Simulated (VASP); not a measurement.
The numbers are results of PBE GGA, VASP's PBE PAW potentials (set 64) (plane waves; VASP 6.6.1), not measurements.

VASP input:

POSCAR:
```
Zr
1.0
  1.6146370043  -2.7966332731   0.0000000000
  1.6146370043   2.7966332731   0.0000000000
  0.0000000000   0.0000000000   5.1811191806
Zr
2
Cart
  1.6146370043   0.9322129555   1.2952797951
  1.6146370043  -0.9322129555   3.8858393854
```

**INCAR**
```
SYSTEM=Zr
PREC=Accurate; ENCUT=520; LREAL=.FALSE.
LASPH=.TRUE.
EDIFF=1E-7; NELM=100; ALGO=Normal
LMAXMIX=4
ISMEAR=1; SIGMA=0.1
GGA=PE
IBRION=2; NSW=30; ISIF=4
EDIFFG=-0.01
LWAVE=.FALSE.; LCHARG=.FALSE.
```

**KPOINTS**
```
Automatic mesh
0
Gamma
13 13 7
0 0 0
```

POTCAR, in this order: Zr_sv (PBE.64 set). Program: vasp_std.

What VASP printed:

**OUTCAR**
```
 ion  position               nearest neighbor table
   1  0.333  0.667  0.250-   2 3.19   2 3.19   2 3.19   2 3.19   2 3.19   2 3.19
   2  0.667  0.333  0.750-   1 3.19   1 3.19   1 3.19   1 3.19   1 3.19   1 3.19
  LATTYP: Found a hexagonal cell.
 ALAT       =     3.2292739617
 C/A-ratio  =     1.6044223073
 Subroutine PRICEL returns:
 Original cell was already a primitive cell.
 Subroutine GETGRP returns: Found 24 space group operations
The static configuration has the point symmetry D_3d.
 The point group associated with its full space group is D_6h.
The dynamic configuration has the point symmetry D_3d.
 Subroutine INISYM returns: Found 24 space group operations
 Subroutine IBZKPT returns following result:
 Found     84 irreducible k-points:

 Following reciprocal coordinates:
            Coordinates               Weight
  0.000000  0.000000  0.000000      1.000000
  0.076923  0.000000  0.000000      6.000000
  0.153846  0.000000  0.000000      6.000000
  0.230769  0.000000  0.000000      6.000000
  0.307692  0.000000  0.000000      6.000000
  0.384615  0.000000  0.000000      6.000000
  0.461538 -0.000000  0.000000      6.000000
  0.076923  0.076923  0.000000      6.000000
  0.153846  0.076923  0.000000     12.000000
  0.230769  0.076923  0.000000     12.000000
  0.307692  0.076923  0.000000     12.000000
  0.384615  0.076923  0.000000     12.000000
  0.461538  0.076923  0.000000      6.000000
  0.153846  0.153846  0.000000      6.000000
  0.230769  0.153846  0.000000     12.000000
  0.307692  0.153846  0.000000     12.000000
  0.384615  0.153846  0.000000     12.000000
  0.230769  0.230769  0.000000      6.000000
  0.307692  0.230769  0.000000     12.000000
  0.384615  0.230769  0.000000      6.000000
  0.307692  0.307692  0.000000      6.000000
  0.000000  0.000000  0.142857      2.000000
...
```

**OSZICAR**
```
       N       E                     dE             d eps       ncg     rms          rms(c)
DAV:   1     0.219760934824E+03    0.21976E+03   -0.13684E+04  2688   0.149E+03
DAV:   2    -0.333304340640E+01   -0.22309E+03   -0.22107E+03  3424   0.413E+02
DAV:   3    -0.174726638519E+02   -0.14140E+02   -0.14045E+02  5128   0.794E+01
DAV:   4    -0.177484153790E+02   -0.27575E+00   -0.27573E+00  3000   0.120E+01
DAV:   5    -0.177561320392E+02   -0.77167E-02   -0.77166E-02  4352   0.132E+00    0.142E+01
DAV:   6    -0.171515257165E+02    0.60461E+00   -0.96879E-01  2792   0.869E+00    0.557E+00
DAV:   7    -0.170332861078E+02    0.11824E+00   -0.63162E-01  3840   0.611E+00    0.113E+00
DAV:   8    -0.170391610250E+02   -0.58749E-02   -0.40288E-02  3488   0.169E+00    0.292E-01
DAV:   9    -0.170393999443E+02   -0.23892E-03   -0.19681E-03  3312   0.473E-01    0.374E-02
DAV:  10    -0.170393510319E+02    0.48912E-04   -0.51807E-05  4048   0.483E-02    0.242E-02
DAV:  11    -0.170393505194E+02    0.51251E-06   -0.11143E-05  2928   0.431E-02    0.401E-03
DAV:  12    -0.170393505014E+02    0.18057E-07   -0.40625E-07  3120   0.478E-03
   1 F= -.17039351E+02 E0= -.17039363E+02  d E =-.170394E+02
       N       E                     dE             d eps       ncg     rms          rms(c)
DAV:   1    -0.170398944620E+02   -0.54394E-03   -0.30619E-02  2720   0.164E+00    0.123E-01
DAV:   2    -0.170395369663E+02    0.35750E-03   -0.92350E-04  3128   0.243E-01    0.584E-02
DAV:   3    -0.170394324358E+02    0.10453E-03   -0.42010E-04  3696   0.149E-01    0.969E-03
DAV:   4    -0.170394332648E+02   -0.82899E-06   -0.68651E-06  3064   0.250E-02    0.460E-03
DAV:   5    -0.170394333223E+02   -0.57476E-07   -0.41029E-07  3104   0.609E-03
   2 F= -.17039433E+02 E0= -.17039481E+02  d E =-.828209E-04
       N       E                     dE             d eps       ncg     rms          rms(c)
DAV:   1    -0.170397171573E+02   -0.28389E-03   -0.17860E-02  2704   0.125E+00    0.936E-02
DAV:   2    -0.170395086296E+02    0.20853E-03   -0.53904E-04  3096   0.186E-01    0.446E-02
DAV:   3    -0.170394474991E+02    0.61130E-04   -0.24683E-04  3712   0.114E-01    0.742E-03
DAV:   4    -0.170394479838E+02   -0.48472E-06   -0.39411E-06  3032   0.192E-02    0.353E-03
DAV:   5    -0.170394479878E+02   -0.39299E-08   -0.23732E-07  2664   0.469E-03
   3 F= -.17039448E+02 E0= -.17039520E+02  d E =-.974864E-04
```

OUTCAR:
```
------------------------ aborting loop because EDIFF is reached ----------------------------------------
  FORCE on cell =-STRESS in cart. coord.  units (eV):
  Direction    XX          YY          ZZ          XY          YZ          ZX
  --------------------------------------------------------------------------------------
  Total       -0.0082994     -0.0082994     -0.0143549      0.0000000      0.0000000     -0.0000000
  in kB       -0.2841812     -0.2841812     -0.4915251      0.0000000      0.0000000     -0.0000000
  external PRESSURE =      -0.3532958 kB  Pullay stress =       0.0000000 kB
  volume of cell :       46.79
      direct lattice vectors                 reciprocal lattice vectors
     1.612660188 -2.793209327  0.000000000     0.310046719 -0.179005560 -0.000000000
     1.612660188  2.793209327 -0.000000000     0.310046719  0.179005560  0.000000000
     0.000000000 -0.000000000  5.193829108     0.000000000  0.000000000  0.192536177
 POSITION                                       TOTAL-FORCE (eV/Angst)
 -----------------------------------------------------------------------------------
      1.61266      0.93107      1.29846        -0.000000      0.000000     -0.000000
      1.61266     -0.93107      3.89537         0.000000     -0.000000      0.000000
 -----------------------------------------------------------------------------------
    total drift:                               -0.000143      0.001133     -0.000019
  FREE ENERGIE OF THE ION-ELECTRON SYSTEM (eV)
  ---------------------------------------------------
  free  energy   TOTEN  =       -17.0394479878 eV

  energy  without entropy=      -17.0396650514  energy(sigma->0) =      -17.03952034

 reached required accuracy - stopping structural energy minimisation
```
(Selected blocks of OUTCAR.)

**CONTCAR**
```
Zr
   1.00000000000000
     1.6126601881461138   -2.7932093273059118    0.0000000000000000
     1.6126601881461138    2.7932093273059118   -0.0000000000000000
     0.0000000000000000   -0.0000000000000000    5.1938291084373533
  Zr
     2
Direct
     0.3333330000000032    0.6666669999999968    0.2500000000000000
     0.6666669999999968    0.3333330000000032    0.7500000000000000
```

The compound is Zr in the hcp structure. This run relaxes it. Symmetry was kept, so distortions that lower it aren't found.
